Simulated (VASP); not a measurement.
```
CELL_PARAMETERS angstrom
     -2.13077     2.13077     2.13077
      2.13077    -2.13077     2.13077
      2.13077     2.13077    -2.13077
ATOMIC_POSITIONS crystal
  Eu 0.00000 0.00000 0.00000
```

Method: revTPSS meta-GGA, VASP's PBE PAW potentials (set 64) (plane waves; VASP). Numerical set-up: 520 eV cut-off, 12×12×12 Γ-centred mesh, first-order Methfessel-Paxton smearing of 0.10 eV, potentials Eu_2.

The 4f electrons are frozen in the core of the lanthanide potential, so 4f levels, which can set the real gap, and their magnetism are missing.

Q: Give the stress tensor in GPa (positive for a compressed cell).

A: 
```
1.06  0.00  0.00
0.00  1.06  0.00
0.00  0.00  1.06
```
The pressure is its mean diagonal, 1.06 GPa.

The compound is Eu in the bcc structure. This cell is one point of a volume scan, at 0.94 of the reference volume.
